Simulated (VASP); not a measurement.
```
Tm
1.0
    1.75090    -3.03265     0.00000
    1.75090     3.03265     0.00000
    0.00000     0.00000     5.39899
Tm
2
Direct
  0.33333   0.66667   0.24074
  0.66667   0.33333   0.75000
```

Computed with PBEsol GGA, VASP's PBE PAW potentials (set 64) (plane waves; VASP 6.6.1). Numerical set-up: 480 eV cut-off, 12×12×6 Γ-centred mesh, first-order Methfessel-Paxton smearing of 0.10 eV, potentials Tm_3.

The 4f electrons are frozen in the core of the lanthanide potential, so 4f levels, which can set the real gap, and their magnetism are missing.

**Question.** What does the run give for the energy per atom (σ→0), largest force, band gap (on the k-mesh) with the smallest direct gap where there is one?

**Answer.** 
```yaml
band gap (on the k-mesh): none (metal, semimetal or under 0.01 eV)
energy per atom (σ→0): -472.5 kJ/mol of atoms
largest_force: 0.00935 Ry/bohr
```

The absolute energy has meaning only against runs of the same code, potentials and settings.

The compound is Tm in the hcp structure. This cell was strained or had an atom moved on purpose.
